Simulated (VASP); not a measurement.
Here is a VASP 6.6.1 calculation.

Contents of INCAR:

```
SYSTEM = Li5Ge
  PREC = Accurate
  ENCUT = 520
  EDIFF = 1E-6
  ISMEAR = 0
  SIGMA = 0.1
  LREAL = .False.
  LASPH = .True.
  NELM = 100
  ALGO = Fast
  ISIF = 2
  LWAVE = .False.
  LCHARG = .False.
  GGA = PE
  NBANDS = 24
```

File KPOINTS:

```
Automatic mesh
0
Gamma
  6 6 6
  0 0 0
```

POSCAR

```
Li5Ge
1.0
   -3.0108331300      3.0108331300      2.1549671600
    3.0108331300     -3.0108331300      2.1549671600
    3.0108331300      3.0108331300     -2.1549671600
Li Ge
5 1
Direct
    0.0000000000      0.7059719100      0.7059719100
    0.0000000000      0.2940280900      0.2940280900
    0.7059719100      0.0000000000      0.7059719100
    0.2940280900      0.0000000000      0.2940280900
    0.5000000000      0.5000000000      0.0000000000
    0.0000000000      0.0000000000      0.0000000000
```

Potentials or basis: VASP PAW PBE potentials, release 64 (Li_sv, Ge_d).

Launch:

```sh
$ cat potpaw_PBE.64/Li_sv/POTCAR potpaw_PBE.64/Ge_d/POTCAR > POTCAR
$ mpirun -np 1 vasp_std > vasp.out
```

Task: What does it give for the band gap on the k mesh?

Result: None (metal or under the smearing width).

Task: Predict the largest force.

Result: 6.782 eV/Å.

Forces in eV/Å, atoms in the order of the input:
```
Li  -6.782  0.000  0.000
Li   6.782  0.000  0.000
Li   0.000 -6.782  0.000
Li   0.000  6.782  0.000
Li   0.000  0.000  0.000
Ge   0.000  0.000  0.000
```

Caveat: forces of over 1 eV/Å show positions far from the minimum, so gaps and moduli don't describe the material at rest.
